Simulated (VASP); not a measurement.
# MoS2 (R3m): band edges, masses and strain, part 3 of 10

Wanted: where the band edges of MoS2 lie, how heavy the carriers are and how strain moves the gap. The start is a cell from a database of measured crystal structures.

VASP 6.6.1, plane waves and PAW; the level of theory is named at each step.

So far, least gap on mesh and path (eV): step 3 (bands on a dense mesh) 0.884.

## 5. Bands with spin-orbit coupling

This step: PBEsol, spin-orbit coupling; plane waves and PAW (Mo_sv, S) (VASP 6.6.1).

Spin-orbit coupling can split and shift the band edges, more so for heavy elements, so the bands are solved again with spinors.

Input file INCAR:

```
SYSTEM = MoS2
PREC = Accurate
ENCUT = 400
EDIFF = 1E-06
NELM = 100
ISMEAR = 0
SIGMA = 0.02
LREAL = .FALSE.
ALGO = Normal
GGA = PS
LNONCOLLINEAR = .TRUE.
MAGMOM = 0 0 0 0 0 0 0 0 0
NBANDS = 38
GGA_COMPAT = .FALSE.
LASPH = .TRUE.
LSORBIT = .TRUE.
LMAXMIX = 4
LORBIT = 11
LWAVE = .FALSE.
LCHARG = .FALSE.
KPAR = 4
ISIF = 2
```

Input file POSCAR:

```
MoS2
1.0
    1.5799999400      0.9122133910      6.1500000000
   -1.5799999400      0.9122133910      6.1500000000
    0.0000000000     -1.8244267820      6.1500000000
Mo S
1 2
Direct
    0.0000969778      0.0000969778      0.0000969778
    0.2493547625      0.2493547625      0.2493547625
    0.4175482597      0.4175482597      0.4175482597
```

Input file KPOINTS:

```
Automatic mesh
0
Gamma
10 10 10
0 0 0
```

Input file KPOINTS_OPT:

```
Line mode
16
Line-mode
Reciprocal
  0.00000000   0.00000000   0.00000000 GAMMA
  0.50000000   0.00000000   0.00000000 L

  0.50000000   0.00000000   0.00000000 L
  0.50000000   0.18133401  -0.18133401 B1

  0.81866599   0.50000000   0.18133401 B
  0.50000000   0.50000000   0.50000000 Z

  0.50000000   0.50000000   0.50000000 Z
  0.00000000   0.00000000   0.00000000 GAMMA

  0.00000000   0.00000000   0.00000000 GAMMA
  0.34066700   0.00000000  -0.34066700 X

  0.65933300   0.34066700   0.00000000 Q
  0.50000000   0.50000000   0.00000000 F

  0.50000000   0.50000000   0.00000000 F
  0.65933300   0.65933300   0.18133401 P1

  0.65933300   0.65933300   0.18133401 P1
  0.50000000   0.50000000   0.50000000 Z

  0.50000000   0.00000000   0.00000000 L
  0.81866599   0.34066700   0.34066700 P
```

PAW data sets: Mo_sv and S (PBE family, release 64).

The run is started by

```console
$ mpirun -np 4 vasp_ncl
```

The program printed:

```text
[... set-up lines as in an earlier step ...]
 entering main loop
       N       E                     dE             d eps       ncg     rms          rms(c)
DAV:   1     0.176114714747E+03    0.17611E+03   -0.12038E+04 18296   0.106E+03
DAV:   2    -0.161229600524E+02   -0.19224E+03   -0.18454E+03 20160   0.310E+02
DAV:   3    -0.248620966470E+02   -0.87391E+01   -0.86063E+01 20354   0.610E+01
DAV:   4    -0.250018385678E+02   -0.13974E+00   -0.13960E+00 20164   0.808E+00
DAV:   5    -0.250043447914E+02   -0.25062E-02   -0.25059E-02 20224   0.106E+00    0.258E+01
DAV:   6    -0.239062235190E+02    0.10981E+01   -0.52792E+00 18260   0.202E+01    0.867E+00
DAV:   7    -0.236559640482E+02    0.25026E+00   -0.17806E+00 17636   0.116E+01    0.587E+00
DAV:   8    -0.235444048687E+02    0.11156E+00   -0.24325E-01 19060   0.439E+00    0.203E+00
DAV:   9    -0.235450367117E+02   -0.63184E-03   -0.34554E-02 19722   0.118E+00    0.730E-01
DAV:  10    -0.235431468438E+02    0.18899E-02   -0.72816E-03 18926   0.755E-01    0.245E-01
DAV:  11    -0.235432549949E+02   -0.10815E-03   -0.65026E-04 20014   0.161E-01    0.776E-02
DAV:  12    -0.235431923126E+02    0.62682E-04   -0.25046E-04 19112   0.128E-01    0.215E-02
DAV:  13    -0.235431950785E+02   -0.27659E-05   -0.21315E-05 18924   0.341E-02    0.162E-02
DAV:  14    -0.235431975298E+02   -0.24512E-05   -0.30512E-06 17278   0.122E-02    0.436E-03
DAV:  15    -0.235431977564E+02   -0.22665E-06   -0.22859E-07 12736   0.343E-03
   1 F= -.23543198E+02 E0= -.23543198E+02  d E =-.239616E-87  mag=    -0.0000    -0.0000    -0.0000
 Start KPOINTS_OPT (optional k-point list driver)
k-point batch [1-144\144]
       N       E                     dE             ncg
DAV:   1    -0.586432116392E+04   -0.93271E+05    12192
DAV:   2    -0.333999679159E+05   -0.27536E+05    13334
DAV:   3    -0.346225521977E+05   -0.12226E+04    13112
DAV:   4    -0.346428113345E+05   -0.20259E+02    13100
DAV:   5    -0.346431737724E+05   -0.36244E+00    13172
DAV:   6    -0.346431835611E+05   -0.97886E-02    13180
DAV:   7    -0.346431838822E+05   -0.32117E-03    13182
DAV:   8    -0.346431838939E+05   -0.11616E-04     9908
DAV:   9    -0.346431838945E+05   -0.65817E-06     7922
```

Run time: 7.4 min. Hardware: 4 MPI ranks of Intel Xeon 6975P-C (Granite Rapids), shared host; peak memory 3.8 GiB.

OUTCAR, selected parts (step 5):

```text
   k-points           NKPTS =    220   k-points in BZ     NKDIM =    220   number of bands    NBANDS=     38

   NELECT =      26.0000    total number of electrons

 E-fermi :   7.8324

 k-point     1 :       0.0000    0.0000    0.0000
  band No.  band energies     occupation
    ...
     22       5.3296      1.00000
     23       6.3165      1.00000
     24       6.3165      1.00000
     25       6.3436      1.00000
     26       6.3436      1.00000
     27       9.5586      0.00000
     28       9.5586      0.00000
     29       9.6401      0.00000
     30       9.6401      0.00000
     31      10.0151      0.00000
    ...

  Total       -0.5223917     -0.5223917      0.0373615      0.0000000      0.0000000      0.0000000
  in kB      -15.7371811    -15.7371811      1.1255252      0.0000000      0.0000000      0.0000000
  external PRESSURE =     -10.1162790 kB  Pullay stress =       0.0000000 kB

 POSITION                                       TOTAL-FORCE (eV/Angst)
 -----------------------------------------------------------------------------------
      0.00000      0.00000      0.00179         0.000000      0.000000      0.000327
      0.00000      0.00000      4.60060         0.000000      0.000000     -0.002580
      0.00000      0.00000      7.70377         0.000000      0.000000      0.002253
 -----------------------------------------------------------------------------------
    total drift:                               -0.000000      0.000000      0.000106

  FREE ENERGIE OF THE ION-ELECTRON SYSTEM (eV)
  ---------------------------------------------------
  free  energy   TOTEN  =       -23.5431977564 eV

  energy  without entropy=      -23.5431977564  energy(sigma->0) =      -23.54319776

 Spin-Orbit-Coupling matrix elements
 Ion:    1  E_soc:     -0.1919593
 Ion:    2  E_soc:     -0.0022510
 Ion:    3  E_soc:     -0.0022473

 magnetization (x)
# of ion       s       p       d       tot
------------------------------------------
    1        0.000   0.000   0.000   0.000
    2        0.000  -0.000   0.000  -0.000
    3        0.000   0.000   0.000   0.000
--------------------------------------------------
tot          0.000  -0.000   0.000  -0.000

 magnetization (y)
# of ion       s       p       d       tot
------------------------------------------
    1        0.000   0.000   0.000   0.000
    2        0.000   0.000   0.000   0.000
    3        0.000   0.000   0.000   0.000
--------------------------------------------------
tot          0.000   0.000   0.000   0.000

 magnetization (z)
# of ion       s       p       d       tot
------------------------------------------
    1        0.000   0.000   0.000   0.000
    2        0.000   0.000   0.000   0.000
    3        0.000   0.000   0.000   0.000
--------------------------------------------------
tot          0.000   0.000   0.000   0.000

[... 6 parts as in an earlier step ...]

[... 10 further parts left out ...]
```

Numbers from this step:

- SCF cycles: 15
- bands: 38
- irreducible k-points: 220
- free energy (TOTEN): -23.54 eV
- Fermi energy: 7.832 eV
- pressure: -1.012 GPa
- least gap on mesh and path: 0.8545 eV
- least direct gap on mesh and path: 1.656 eV
- conduction bottom at k: 0.1817, 0, -0.1817
- least direct gap at k: 0.5, 0.1692, -0.1692

The spin moment in the PAW sphere vanishes on all atoms.

On-site spin-orbit energy by atom:

```tsv
atom	on-site spin-orbit energy (eV)
Mo1	-0.192
S2	-0.002
S3	-0.002
```

Electronic bands along the path, in eV, zero at the valence-band top; v1 is the highest filled band, c1 the lowest empty one:

```tsv
point	v4	v3	v2	v1	c1	c2	c3	c4
Γ	-1.24	-1.24	-1.21	-1.21	2.00	2.00	2.08	2.08
0.47 of the way	-1.59	-1.58	-1.45	-1.45	1.20	1.21	1.84	1.84
L	-1.61	-1.61	-1.48	-1.48	1.61	1.61	2.02	2.02
0.47 of the way	-2.53	-2.52	-1.17	-1.05	1.41	1.46	2.19	2.33
B1	-2.83	-2.82	-0.84	-0.70	1.02	1.02	2.22	2.28
jump to B	-2.83	-2.82	-0.84	-0.70	1.02	1.02	2.22	2.28
0.47 of the way	-1.96	-1.91	-1.61	-1.53	1.42	1.51	1.82	1.89
Z	-2.20	-2.20	0.00	0.00	2.10	2.10	2.17	2.17
0.47 of the way	-2.21	-2.21	-0.25	-0.25	2.05	2.05	2.11	2.14
Γ	-1.24	-1.24	-1.21	-1.21	2.00	2.00	2.08	2.08
0.47 of the way	-1.58	-1.51	-1.46	-1.45	0.91	0.94	1.77	1.78
X	-2.88	-2.87	-0.82	-0.68	0.99	0.99	2.23	2.28
jump to Q	-2.88	-2.87	-0.82	-0.68	0.99	0.99	2.23	2.28
0.47 of the way	-2.77	-2.75	-1.06	-0.95	1.46	1.51	2.39	2.53
F	-1.79	-1.79	-1.32	-1.32	1.56	1.56	2.16	2.16
0.47 of the way	-1.79	-1.78	-1.32	-1.32	1.57	1.57	2.16	2.17
P1	-1.76	-1.75	-1.34	-1.34	1.57	1.57	2.18	2.19
0.47 of the way	-2.41	-2.41	-1.45	-1.44	1.62	1.62	2.01	2.05
Z	-2.20	-2.20	0.00	0.00	2.10	2.10	2.17	2.17
jump to L	-1.61	-1.61	-1.48	-1.48	1.61	1.61	2.02	2.02
0.47 of the way	-1.66	-1.65	-1.42	-1.42	1.60	1.60	2.09	2.09
P	-1.76	-1.75	-1.34	-1.34	1.57	1.57	2.18	2.19
```

Of the projections kept (Mo, S), the largest for each band there; the rest of the weight can lie on other orbitals:

```tsv
point	v4	v3	v2	v1	c1	c2	c3	c4
Γ	S 0.65	S 0.65	Mo 0.60	Mo 0.60	S 0.51	S 0.51	S 0.51	S 0.51
L	S 0.75	S 0.75	Mo 0.63	Mo 0.63	Mo 0.96	Mo 0.96	Mo 0.92	Mo 0.92
B1	S 0.67	S 0.67	Mo 0.84	Mo 0.83	Mo 0.92	Mo 0.92	Mo 0.79	Mo 0.79
B	S 0.67	S 0.67	Mo 0.84	Mo 0.83	Mo 0.92	Mo 0.92	Mo 0.79	Mo 0.79
Z	Mo 0.63	Mo 0.63	Mo 0.70	Mo 0.70	S 0.52	S 0.52	S 0.54	S 0.54
Γ	S 0.65	S 0.65	Mo 0.60	Mo 0.60	S 0.51	S 0.51	S 0.51	S 0.51
```

## 6. Effective masses with spin-orbit coupling

The masses are taken again with the coupling, at the edges of the step before.

Changes to INCAR since step 5:

```diff
@@ -3,3 +3,3 @@
 ENCUT = 400
-EDIFF = 1E-06
+EDIFF = 1E-08
 NELM = 100
@@ -21,2 +21 @@
 KPAR = 4
-ISIF = 2
```

POSCAR is that of step 5.

KPOINTS is that of step 5.

Input file KPOINTS_OPT:

```
points round the band edges
26
Reciprocal
  0.5000000000   0.5000000000   0.5000000000 1
  0.1816890700   0.0000000000  -0.1816890700 1
  0.4979882816   0.5020117184   0.5000000000 1
  0.5020117184   0.4979882816   0.5000000000 1
  0.4988385338   0.4988385338   0.5023229323 1
  0.5011614662   0.5011614662   0.4976770677 1
  0.4921695768   0.4921695768   0.4921695768 1
  0.5078304232   0.5078304232   0.5078304232 1
  0.4924560560   0.5075439440   0.5000000000 1
  0.5075439440   0.4924560560   0.5000000000 1
  0.4956445019   0.4956445019   0.5087109962 1
  0.5043554981   0.5043554981   0.4912890038 1
  0.4706359130   0.4706359130   0.4706359130 1
  0.5293640870   0.5293640870   0.5293640870 1
  0.1796773516   0.0020117184  -0.1816890700 1
  0.1837007884  -0.0020117184  -0.1816890700 1
  0.1805276038  -0.0011614662  -0.1793661377 1
  0.1828505362   0.0011614662  -0.1840120023 1
  0.1738586468  -0.0078304232  -0.1895194932 1
  0.1895194932   0.0078304232  -0.1738586468 1
  0.1741451260   0.0075439440  -0.1816890700 1
  0.1892330140  -0.0075439440  -0.1816890700 1
  0.1773335719  -0.0043554981  -0.1729780738 1
  0.1860445681   0.0043554981  -0.1904000662 1
  0.1523249830  -0.0293640870  -0.2110531570 1
  0.2110531570   0.0293640870  -0.1523249830 1
```

The run is started by

```console
$ mpirun -np 4 vasp_ncl
```

The program printed:

```text
[... set-up lines as in an earlier step ...]
 entering main loop
       N       E                     dE             d eps       ncg     rms          rms(c)
[... 13 cycles as in an earlier step ...]
DAV:  14    -0.235431975301E+02   -0.24516E-05   -0.30548E-06 19038   0.122E-02    0.432E-03
DAV:  15    -0.235431977568E+02   -0.22665E-06   -0.24176E-07 18364   0.330E-03    0.158E-03
DAV:  16    -0.235431977232E+02    0.33603E-07   -0.12785E-07 17600   0.214E-03    0.140E-03
DAV:  17    -0.235431977012E+02    0.21973E-07   -0.23088E-08 18552   0.121E-03    0.102E-03
DAV:  18    -0.235431977032E+02   -0.20418E-08   -0.46818E-09 12180   0.578E-04
   1 F= -.23543198E+02 E0= -.23543198E+02  d E =-.104358E-86  mag=     0.0000    -0.0000     0.0000
 Start KPOINTS_OPT (optional k-point list driver)
k-point batch [1-26\26]
       N       E                     dE             ncg
DAV:   1     0.463230653337E+03   -0.91325E+04     2128
DAV:   2    -0.482498575020E+04   -0.52882E+04     2452
DAV:   3    -0.505161352127E+04   -0.22663E+03     2316
DAV:   4    -0.505554278816E+04   -0.39293E+01     2410
DAV:   5    -0.505561782181E+04   -0.75034E-01     2296
DAV:   6    -0.505561998481E+04   -0.21630E-02     2434
DAV:   7    -0.505562005349E+04   -0.68679E-04     2290
DAV:   8    -0.505562005603E+04   -0.25390E-05     2434
DAV:   9    -0.505562005613E+04   -0.10070E-06     1974
DAV:  10    -0.505562005613E+04   -0.42055E-08     1466
```

Elapsed: 6.6 min, on 4 MPI ranks; peak memory 3.9 GiB.

From OUTCAR (step 6):

```text
   NELECT =      26.0000    total number of electrons

 E-fermi :   7.8314

 k-point     1 :       0.0000    0.0000    0.0000
  band No.  band energies     occupation
    ...
     22       5.3297      1.00000
     23       6.3166      1.00000
     24       6.3166      1.00000
     25       6.3437      1.00000
     26       6.3437      1.00000
     27       9.5587      0.00000
     28       9.5587      0.00000
     29       9.6401      0.00000
     30       9.6401      0.00000
     31      10.0151      0.00000
    ...

  Total       -0.5227008     -0.5227008      0.0372840      0.0000000      0.0000000     -0.0000000
  in kB      -15.7464928    -15.7464928      1.1231896      0.0000000      0.0000000     -0.0000000
  external PRESSURE =     -10.1232653 kB  Pullay stress =       0.0000000 kB

 POSITION                                       TOTAL-FORCE (eV/Angst)
 -----------------------------------------------------------------------------------
      0.00000      0.00000      0.00179         0.000000      0.000000      0.000304
      0.00000      0.00000      4.60060         0.000000      0.000000     -0.002369
      0.00000      0.00000      7.70377         0.000000     -0.000000      0.002066
 -----------------------------------------------------------------------------------
    total drift:                                0.000000      0.000000      0.000090

  FREE ENERGIE OF THE ION-ELECTRON SYSTEM (eV)
  ---------------------------------------------------
  free  energy   TOTEN  =       -23.5431977032 eV

  energy  without entropy=      -23.5431977032  energy(sigma->0) =      -23.54319770

 Spin-Orbit-Coupling matrix elements
 Ion:    1  E_soc:     -0.1919590
 Ion:    2  E_soc:     -0.0022510
 Ion:    3  E_soc:     -0.0022473

 magnetization (x)
# of ion       s       p       d       tot
------------------------------------------
    1        0.000   0.000   0.000   0.000
    2       -0.000  -0.000   0.000  -0.000
    3        0.000   0.000   0.000   0.000
--------------------------------------------------
tot         -0.000  -0.000   0.000  -0.000

 magnetization (y)
# of ion       s       p       d       tot
------------------------------------------
    1       -0.000   0.000   0.000   0.000
    2        0.000   0.000   0.000   0.000
    3        0.000   0.000   0.000   0.000
--------------------------------------------------
tot         -0.000   0.000   0.000   0.000

[... 10 parts as in an earlier step ...]

[... 8 further parts left out ...]
```

This step gave:

| Quantity | Value |
| --- | --- |
| SCF cycles | 18 |
| Fermi energy | 7.831 eV |

The spin moment in the PAW sphere vanishes on all atoms.

On-site spin-orbit energy by atom:

```tsv
atom	on-site spin-orbit energy (eV)
Mo1	-0.192
S2	-0.002
S3	-0.002
```

Central differences; holes have negative curvature. Effective masses along the Cartesian axes:

```tsv
edge	band from the gap	direction	step (Å⁻¹)	mass (electron masses)
VBM	-1	x	0.008	-0.6648
VBM	-2	x	0.008	-0.6389
VBM	-1	y	0.008	-0.6647
VBM	-2	y	0.008	-0.6392
VBM	-1	z	0.008	-0.9028
VBM	-2	z	0.008	-0.9028
VBM	-1	x	0.03	-0.6883
VBM	-2	x	0.03	-0.6809
VBM	-1	y	0.03	-0.6897
VBM	-2	y	0.03	-0.6823
VBM	-1	z	0.03	-0.895
VBM	-2	z	0.03	-0.895
CBM	1	x	0.008	0.7312
CBM	2	x	0.008	0.7798
CBM	1	y	0.008	0.6327
CBM	2	y	0.008	0.6914
CBM	1	z	0.008	0.5357
CBM	2	z	0.008	0.5316
CBM	1	x	0.03	0.7334
CBM	2	x	0.03	0.7823
CBM	1	y	0.03	0.635
CBM	2	y	0.03	0.6941
CBM	1	z	0.03	0.5383
CBM	2	z	0.03	0.5341
```

(Part 3 of 10 ends here.)

[Lines on the potential files, build, host, timing and source positions are cut from VASP's logs without a mark.]

[Logs are printed without paths, hosts, clocks, repeated set-up lines and the standing remarks that a program may print on its own settings, such as how far it seeks lower states.]

[Hosts, paths, dates, database ids (printed as entryN), source tags and the programs' standing remarks are cut or masked in the printed files.]

[In band tables of VASP the shares of atoms and orbitals are scaled to a sum of 1 inside the atoms' spheres.]

[Gaps and slopes under strain along one axis are those of the sampled path and mesh points; where strain splits equal valleys, another of them can be the edge.]
